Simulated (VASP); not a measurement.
These are PBEsol GGA, VASP's PBE PAW potentials (set 64) (plane waves; VASP 6.6.1) values and carry that method's errors.

The input files of a VASP run:

**INCAR**
```
SYSTEM = Ru
PREC = Accurate; ENCUT = 480; LREAL = .FALSE.
LASPH = .TRUE.
EDIFF = 1E-7; NELM = 100; ALGO = Normal
LMAXMIX = 4
ISMEAR = 1; SIGMA = 0.1
GGA = PS
IBRION = 2; NSW = 30; ISIF = 2
EDIFFG = -0.01
LWAVE = .FALSE.; LCHARG = .FALSE.
```

### KPOINTS
```
Automatic mesh
0
Gamma
14 14 8
0 0 0
```

### POSCAR
```
Ru
1
    1.2910645862    -2.2361896052     0.0000000000
    1.2910645862     2.2361896052     0.0000000000
    0.0000000000     0.0000000000     4.0724469910
Ru
2
Direct
  0.3333330000   0.6666670000   0.2500000000
  0.6666670000   0.3333330000   0.7500000000
```

POTCAR, in this order: Ru_pv (PBE.64 set). Program: vasp_std.

The resulting files:

File OUTCAR:
```
 ion  position               nearest neighbor table
   1  0.333  0.667  0.250-   2 2.52   2 2.52   2 2.52   2 2.52   2 2.52   2 2.52
   2  0.667  0.333  0.750-   1 2.52   1 2.52   1 2.52   1 2.52   1 2.52   1 2.52
  LATTYP: Found a hexagonal cell.
 ALAT       =     2.5821292989
 C/A-ratio  =     1.5771661755
 Subroutine PRICEL returns:
 Original cell was already a primitive cell.
 Subroutine GETGRP returns: Found 24 space group operations
The static configuration has the point symmetry D_3d.
 The point group associated with its full space group is D_6h.
The dynamic configuration has the point symmetry D_3d.
 Subroutine INISYM returns: Found 24 space group operations
 Subroutine IBZKPT returns following result:
 Found    120 irreducible k-points:

 Following reciprocal coordinates:
            Coordinates               Weight
  0.000000  0.000000  0.000000      1.000000
  0.071429  0.000000  0.000000      6.000000
  0.142857  0.000000  0.000000      6.000000
  0.214286  0.000000  0.000000      6.000000
  0.285714  0.000000  0.000000      6.000000
  0.357143  0.000000  0.000000      6.000000
  0.428571  0.000000  0.000000      6.000000
...
```

File OSZICAR:
```
       N       E                     dE             d eps       ncg     rms          rms(c)
DAV:   1     0.275802336295E+03    0.27580E+03   -0.17296E+04  4320   0.167E+03
DAV:   2    -0.147750869173E+02   -0.29058E+03   -0.28429E+03  4540   0.491E+02
DAV:   3    -0.211474539027E+02   -0.63724E+01   -0.62281E+01  4488   0.791E+01
DAV:   4    -0.212087155082E+02   -0.61262E-01   -0.61131E-01  5360   0.693E+00
DAV:   5    -0.212096835902E+02   -0.96808E-03   -0.96805E-03  4658   0.766E-01    0.272E+01
DAV:   6    -0.199746740247E+02    0.12350E+01   -0.27222E+00  4382   0.182E+01    0.917E+00
DAV:   7    -0.198358664778E+02    0.13881E+00   -0.40338E-01  4464   0.643E+00    0.163E+00
DAV:   8    -0.198243153826E+02    0.11551E-01   -0.16286E-02  4422   0.161E+00    0.193E-01
DAV:   9    -0.198242998167E+02    0.15566E-04   -0.34653E-04  5606   0.167E-01    0.466E-02
DAV:  10    -0.198243156742E+02   -0.15857E-04   -0.11697E-05  4556   0.336E-02    0.435E-03
DAV:  11    -0.198243165828E+02   -0.90863E-06   -0.11226E-06  5080   0.113E-02    0.241E-03
DAV:  12    -0.198243163308E+02    0.25196E-06   -0.23301E-08  2406   0.172E-03    0.663E-04
DAV:  13    -0.198243163376E+02   -0.67203E-08   -0.38774E-09  2310   0.503E-04
   1 F= -.19824316E+02 E0= -.19824202E+02  d E =-.198243E+02
```

OUTCAR:
```
------------------------ aborting loop because EDIFF is reached ----------------------------------------
  FORCE on cell =-STRESS in cart. coord.  units (eV):
  Direction    XX          YY          ZZ          XY          YZ          ZX
  --------------------------------------------------------------------------------------
  Total        8.4470209      8.4470220      8.9990760      0.0000000      0.0000000      0.0000000
  in kB      575.5355072    575.5355824    613.1496365      0.0000000      0.0000000      0.0000000
  external PRESSURE =     588.0735753 kB  Pullay stress =       0.0000000 kB
  volume of cell :       23.51
      direct lattice vectors                 reciprocal lattice vectors
     1.291064586 -2.236189605  0.000000000     0.387277295 -0.223594636  0.000000000
     1.291064586  2.236189605  0.000000000     0.387277295  0.223594636  0.000000000
     0.000000000  0.000000000  4.072446991     0.000000000  0.000000000  0.245552613
 POSITION                                       TOTAL-FORCE (eV/Angst)
 -----------------------------------------------------------------------------------
      1.29106      0.74540      1.01811         0.000000     -0.000000      0.000000
      1.29106     -0.74540      3.05434         0.000000      0.000000      0.000000
 -----------------------------------------------------------------------------------
    total drift:                               -0.000007      0.000441     -0.000044
  FREE ENERGIE OF THE ION-ELECTRON SYSTEM (eV)
  ---------------------------------------------------
  free  energy   TOTEN  =       -19.8243163376 eV

  energy  without entropy=      -19.8239736101  energy(sigma->0) =      -19.82420210

 reached required accuracy - stopping structural energy minimisation
```
(Selected blocks of OUTCAR.)

The compound is Ru in the hcp structure. This cell was strained or had an atom moved on purpose.
